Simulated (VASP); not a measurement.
Data:

```yaml
crystal:
  lattice:
    - [5.40891, 0.00000, 0.00000]
    - [0.00000, 5.40891, 0.00000]
    - [0.00000, 0.00000, 5.40891]
  atoms:
    - { symbol: Ho, position: [0.00000, 0.00000, 0.00000], spin: 4.0 }
    - { symbol: Br, position: [0.50000, 0.00000, 0.00000] }
    - { symbol: Br, position: [0.00000, 0.00000, 0.50000] }
    - { symbol: Br, position: [0.00000, 0.50000, 0.00000] }
```

Level of theory: PBE GGA, VASP's PBE PAW potentials (set 64) (plane waves; VASP). Settings: 300 eV cut-off, 3×3×3 Γ-centred mesh, Gaussian smearing of 0.10 eV, potentials Ho Br.

At this cut-off the stress carries a Pulay error, which pulls relaxed volumes low. The moments were started parallel, and other spin orders were not tried in this run.

Problem. Give the stress tensor in GPa (positive for a compressed cell).

Solution. 
```
3.35  0.00  0.00
0.00  3.35  0.00
0.00  0.00  3.35
```
The pressure is its mean diagonal, 3.35 GPa.

The structure was generated: HoBr3 was put into an ordered model structure, which need not be its known phase. The cell was not relaxed at this level.
